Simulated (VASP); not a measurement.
# TlRu (F-43m) in VASP: reference runs

How does TlRu come out in PBE? The cell is run as given.

All numbers are computed with VASP 6.6.1; they aren't measurements. Logs are shortened: lines on timing, memory, paths and dates and some standing lists are left out, and cuts for length are marked.

## 1. Starting point

The structure is cubic, space group F-43m (No. 216). Conventional cell: a = 6.009 Å, b = 6.009 Å, c = 6.009 Å, α = 90.00°, β = 90.00°, γ = 90.00°. Tl (site symmetry -43m) is surrounded by 4 Ru at 2.60 Å. Around Ru (site symmetry -43m) lie 4 Tl at 2.60 Å.

The cell was built by a generator and needn't be a form met in nature.

## 2. Single point, PBE

The input, INCAR:

```
PREC     = Accurate       # precision mode
ENCUT    = 520            # plane-wave cutoff, eV
EDIFF    = 1E-7           # SCF threshold, eV
ISMEAR   = -1             # smearing method
SIGMA    = 0.05           # smearing width, eV
LREAL    = F              # projectors in reciprocal space
LASPH    = T              # aspherical terms in the spheres
NELM     = 80             # most SCF steps
ALGO     = Normal         # electronic algorithm
ISIF     = 2              # what is computed and relaxed
LWAVE    = F              # write WAVECAR
LCHARG   = F              # write CHGCAR
GGA      = PE             # functional
NBANDS   = 20             # bands
```

The input, KPOINTS:

```
Automatic mesh
0
Gamma
  8 8 8
```

The input, POSCAR:

```
TlRu
1.0
    0.0000000000      3.0045068900      3.0045068900
    3.0045068900      0.0000000000      3.0045068900
    3.0045068900      3.0045068900      0.0000000000
Tl Ru
1 1
Direct
    0.0000000000      0.0000000000      0.0000000000
    0.7500000000      0.7500000000      0.7500000000
```

Potentials or basis: VASP PAW PBE potentials, release 64 (Tl_d, Ru_pv).

Run with:

```sh
> cat potpaw_PBE.64/Tl_d/POTCAR potpaw_PBE.64/Ru_pv/POTCAR > POTCAR
> mpirun -np 1 vasp_std > vasp.out
```

OUTCAR:

```text
PREC = Accurate
   ENCUT = 520
   EDIFF = 1E-7
   ISMEAR = -1
   LREAL = F
   LASPH = T
   NELM = 80
   ISIF = 2
   GGA = PE

 ion  position               nearest neighbor table
   1  0.000  0.000  0.000-   2 2.60   2 2.60   2 2.60   2 2.60
   2  0.750  0.750  0.750-   1 2.60   1 2.60   1 2.60   1 2.60

  LATTYP: Found a face centered cubic cell.
 ALAT       =     6.0090137800

  Lattice vectors:

 A1 = (   0.0000000000,   3.0045068900,   3.0045068900)
 A2 = (   3.0045068900,   0.0000000000,   3.0045068900)
 A3 = (   3.0045068900,   3.0045068900,   0.0000000000)

Analysis of symmetry for initial positions (statically):
=====================================================================
 Subroutine PRICEL returns:
 Original cell was already a primitive cell.

 Routine SETGRP: Setting up the symmetry group for a
 face centered cubic supercell.

 Subroutine GETGRP returns: Found 24 space group operations
 (whereof 24 operations were pure point group operations)
 out of a pool of 48 trial point group operations.

The static configuration has the point symmetry T_d .

Analysis of symmetry for dynamics (positions and initial velocities):
=====================================================================
 Subroutine PRICEL returns:
 Original cell was already a primitive cell.

 Routine SETGRP: Setting up the symmetry group for a
 face centered cubic supercell.

 Subroutine GETGRP returns: Found 24 space group operations
 (whereof 24 operations were pure point group operations)
 out of a pool of 48 trial point group operations.

The dynamic configuration has the point symmetry T_d .

 Subroutine INISYM returns: Found 24 space group operations
 (whereof 24 operations are pure point group operations),
 and found     1 'primitive' translations

----------------------------------------------------------------------------------------

                                     Primitive cell

  volume of cell :      54.2437

  direct lattice vectors                    reciprocal lattice vectors
     0.000000000  3.004506890  3.004506890    -0.166416659  0.166416659  0.166416659
     3.004506890  0.000000000  3.004506890     0.166416659 -0.166416659  0.166416659
     3.004506890  3.004506890  0.000000000     0.166416659  0.166416659 -0.166416659

  length of vectors
     4.249014392  4.249014392  4.249014392     0.288242109  0.288242109  0.288242109

  position of ions in fractional coordinates (direct lattice)
     0.000000000  0.000000000  0.000000000
     0.750000000  0.750000000  0.750000000

  ion indices of the primitive-cell ions
   primitive index   ion index
                 1           1
                 2           2

----------------------------------------------------------------------------------------

 KPOINTS: Automatic mesh

Automatic generation of k-mesh.
 Grid dimensions read from file:
 generate k-points for:    8    8    8

 Generating k-lattice:

  Cartesian coordinates                     Fractional coordinates (reciprocal lattice)
    -0.020802082  0.020802082  0.020802082     0.125000000  0.000000000  0.000000000
     0.020802082 -0.020802082  0.020802082     0.000000000  0.125000000  0.000000000
     0.020802082  0.020802082 -0.020802082     0.000000000  0.000000000  0.125000000

  Length of vectors
     0.036030264  0.036030264  0.036030264

  Shift w.r.t. Gamma in fractional coordinates (k-lattice)
     0.000000000  0.000000000  0.000000000

 Subroutine IBZKPT returns following result:
 ===========================================

 Found     29 irreducible k-points:

 Following reciprocal coordinates:
            Coordinates               Weight
  0.000000  0.000000  0.000000      1.000000
  0.125000  0.000000  0.000000      8.000000
  0.250000  0.000000  0.000000      8.000000
  0.375000  0.000000  0.000000      8.000000
  0.500000  0.000000  0.000000      4.000000
  0.125000  0.125000  0.000000      6.000000
[... 16 lines left out ...]
  0.500000  0.250000  0.125000     48.000000
 -0.375000  0.250000  0.125000     24.000000
 [... further k-points ...]
   k-points           NKPTS =     29   k-points in BZ     NKDIM =     29   number of bands    NBANDS=     20
   number of dos      NEDOS =    301   number of ions     NIONS =      2
   total plane-waves  NPLWV =  32768
   dimension x,y,z NGX =    32 NGY =   32 NGZ =   32
   dimension x,y,z NGXF=    64 NGYF=   64 NGZF=   64
   ions per type =               1   1
   NGX,Y,Z   is equivalent  to a cutoff of  12.52, 12.52, 12.52 a.u.
   NGXF,Y,Z  is equivalent  to a cutoff of  25.04, 25.04, 25.04 a.u.
 SYSTEM =  unknown system
   PREC   = accura    normal or accurate (medium, high low for compatibility)
   ISTART =      0    job   : 0-new  1-cont  2-samecut
   ICHARG =      2    charge: 1-file 2-atom 10-const
   ISPIN  =      1    spin polarized calculation?
   LNONCOLLINEAR =      F non collinear calculations
   LSORBIT =      F    spin-orbit coupling
   LASPH  =      T    aspherical Exc in radial PAW
   ENCUT  =  520.0 eV  38.22 Ry    6.18 a.u.   7.90  7.90  7.90*2*pi/ulx,y,z
   NELM   =     80;   NELMIN=  2; NELMDL= -5     # of ELM steps
   EDIFF  = 0.1E-06   stopping-criterion for ELM
   LREAL  =      F    real-space projection
   EDIFFG = 0.1E-05   stopping-criterion for IOM
   NSW    =      0    number of steps for IOM
   IBRION =     -1    ionic relax: 0-MD 1-quasi-New 2-CG
   NFREE  =      0    steps in history (QN), initial steepest desc. (CG)
   ISIF   =      2    stress and relaxation
   ISYM   =      2    0-nonsym 1-usesym 2-fastsym
   POTIM  = 0.5000    time-step for ionic-motion
   TEBEG  =    0.0;   TEEND  =   0.0 temperature during run
   PSTRESS=    0.0 pullay stress
   NELECT =      27.0000    total number of electrons
   NUPDOWN=      -1.0000    fix difference up-down
   EMIN   =  10.00;   EMAX   =-10.00  energy-range for DOS
   EFERMI =   0.00;   METHOD = LEGACY
   ISMEAR =    -1;   SIGMA  =   0.05  broadening in eV -4-tet -1-fermi 0-gaus
   EFERMI_NEDOS =   21; number of points for ismear=-14 and -15
   IALGO  =     38    algorithm
   IMIX   =      4    mixing-type and parameters
     AMIX     =   0.40;   BMIX     =  1.00
     AMIX_MAG =   1.60;   BMIX_MAG =  1.00
  volume/ion in A,a.u.               =      27.12       183.03
  Fermi-wavevector in a.u.,A,eV,Ry     =   1.297417  2.451762 22.902559  1.683291
  Thomas-Fermi vector in A             =   2.428811
   LORBIT       =      0    0 simple, 1 ext, 2 COOP (PROOUT), +10 PAW based schemes
   GGA     = PE    functional components
   LHFCALC =     F    Hartree Fock is set to
   AEXX    =    0.0000 exact exchange contribution
   IVDW    =     0    specifies the selected vdW correction
   LEPSILON=     F    determine dielectric tensor
   LRPA    =     F    only Hartree local field effects (RPA)
 non-spin polarized calculation
  energy-cutoff  :      520.00
  volume of cell :       54.24
 maximum number of plane-waves:      1476
   NGX = 15   NGY = 15   NGZ = 15

 number of electron      27.0000009 magnetization

 Free energy of the ion-electron system (eV)
  ---------------------------------------------------
  ext. energy  EPLUGINS =         0.00000000
  ---------------------------------------------------
  free energy    TOTEN  =        -7.91299823 eV

  energy without entropy =       -7.86349969  energy(sigma->0) =       -7.88824896

 E-fermi :   4.8261     XC(G=0):  -9.9574

 val. band max:        4.8166950391   @ k =  -0.3750   0.3750   0.0000
 cond. band min:       4.8314526169   @ k =  -0.3750   0.2500   0.0000
 fundamental gap:      0.0147575778
 Fermi energy:         4.8260771851

 k-point     1 :       0.0000    0.0000    0.0000
  band No.  band energies     occupation
      1     -36.5258      2.00000
      2     -36.5258      2.00000
      3     -36.5258      2.00000
      4      -6.0801      2.00000
      5      -6.0801      2.00000
      6      -6.0801      2.00000
[... 12 lines left out ...]
     19      14.3629      0.00000
     20      14.3629      0.00000

 k-point     2 :       0.1250    0.0000    0.0000
  band No.  band energies     occupation
      1     -36.5264      2.00000
      2     -36.5258      2.00000
      3     -36.5258      2.00000
      4      -6.0876      2.00000
      5      -6.0838      2.00000
      6      -6.0838      2.00000
[... 12 lines left out ...]
     19      14.7707      0.00000
     20      15.0224      0.00000

 k-point     3 :       0.2500    0.0000    0.0000
  band No.  band energies     occupation
      1     -36.5280      2.00000
      2     -36.5258      2.00000
      3     -36.5258      2.00000
      4      -6.1080      2.00000
      5      -6.0852      2.00000
      6      -6.0852      2.00000
[... 12 lines left out ...]
     19      14.8434      0.00000
     20      15.4217      0.00000

 k-point     4 :       0.3750    0.0000    0.0000
  band No.  band energies     occupation
      1     -36.5296      2.00000
      2     -36.5259      2.00000
      3     -36.5259      2.00000
      4      -6.1309      2.00000
      5      -6.0786      2.00000
      6      -6.0786      2.00000
[... 12 lines left out ...]
     19      14.7991      0.00000
     20      15.3326      0.00000

 k-point     5 :       0.5000    0.0000    0.0000
  band No.  band energies     occupation
      1     -36.5302      2.00000
      2     -36.5259      2.00000
      3     -36.5259      2.00000
      4      -6.1411      2.00000
      5      -6.0738      2.00000
      6      -6.0738      2.00000
[... 12 lines left out ...]
     19      14.7695      0.00000
     20      15.2690      0.00000
[... 353 lines left out ...]
      6      -6.0433      2.00000
[... 12 lines left out ...]
     19      12.4953      0.00000
     20      18.0411      0.00000

 k-point    22 :       0.3750    0.2500    0.1250
  band No.  band energies     occupation
      1     -36.5286      2.00000
      2     -36.5263      2.00000
      3     -36.5259      2.00000
      4      -6.1405      2.00000
      5      -6.0791      2.00000
      6      -6.0711      2.00000
[... 12 lines left out ...]
     19      13.7515      0.00000
     20      15.5007      0.00000

 k-point    23 :       0.5000    0.2500    0.1250
  band No.  band energies     occupation
      1     -36.5294      2.00000
      2     -36.5268      2.00000
      3     -36.5260      2.00000
      4      -6.1397      2.00000
      5      -6.0908      2.00000
      6      -6.0744      2.00000
[... 12 lines left out ...]
     19      14.6936      0.00000
     20      15.8830      0.00000

 k-point    24 :      -0.3750    0.2500    0.1250
  band No.  band energies     occupation
      1     -36.5297      2.00000
      2     -36.5270      2.00000
      3     -36.5260      2.00000
      4      -6.1389      2.00000
      5      -6.0941      2.00000
      6      -6.0768      2.00000
[... 12 lines left out ...]
     19      14.8231      0.00000
     20      17.3387      0.00000

 [... further k-points ...]

------------------------ aborting loop because EDIFF is reached ----------------------------------------

  FORCE on cell =-STRESS in cart. coord.  units (eV):
  Direction    XX          YY          ZZ          XY          YZ          ZX
  --------------------------------------------------------------------------------------
  -------------------------------------------------------------------------------------
  Total        1.2799447      1.2799447      1.2799447     -0.0000000     -0.0000000      0.0000000
  in kB       37.8052561     37.8052561     37.8052561     -0.0000000     -0.0000000      0.0000000
  external PRESSURE =      37.8052561 kB  Pullay stress =       0.0000000 kB

 VOLUME and BASIS-vectors are now :
 -----------------------------------------------------------------------------
  energy-cutoff  :      520.00
  volume of cell :       54.24
      direct lattice vectors                 reciprocal lattice vectors
     0.000000000  3.004506890  3.004506890    -0.166416659  0.166416659  0.166416659
     3.004506890  0.000000000  3.004506890     0.166416659 -0.166416659  0.166416659
     3.004506890  3.004506890  0.000000000     0.166416659  0.166416659 -0.166416659

 POSITION                                       TOTAL-FORCE (eV/Angst)
 -----------------------------------------------------------------------------------
      0.00000      0.00000      0.00000        -0.000000     -0.000000     -0.000000
      4.50676      4.50676      4.50676         0.000000      0.000000      0.000000
 -----------------------------------------------------------------------------------
    total drift:                               -0.000001     -0.000001     -0.000001

  FREE ENERGIE OF THE ION-ELECTRON SYSTEM (eV)
  ---------------------------------------------------
  free  energy   TOTEN  =        -7.9129982290 eV

  energy  without entropy=       -7.8634996920  energy(sigma->0) =       -7.88824896
```

It took 19 s on 1 thread of Intel Xeon Platinum 8259CL at 2.50GHz (Skylake/Cascade Lake), shared host; peak memory 0.19 GiB.

What came out:

```yaml
Free_energy: -7.9130 eV
Pressure: 3.8 GPa
Band_gap_on_the_k_mesh: none (metal or under the smearing width)
```

Levels at points of the mesh, in eV from the Fermi level:
| k point | band 11 | band 12 | band 13 | band 14 | band 15 | band 16 | band 17 | band 18 |
| --- | --- | --- | --- | --- | --- | --- | --- | --- |
| (0.00, 0.00, 0.00) | -1.40 | -1.40 | -0.13 | -0.13 | 6.65 | 8.43 | 8.43 | 8.43 |
| (0.50, 0.00, 0.00) | -1.16 | -1.16 | -0.10 | -0.10 | 0.46 | 5.65 | 5.65 | 7.41 |
| (0.50, 0.50, 0.00) | -0.28 | -0.25 | -0.25 | -0.09 | 1.17 | 2.50 | 2.50 | 6.97 |

The run has no spin-orbit coupling, so splittings on Tl are missing.
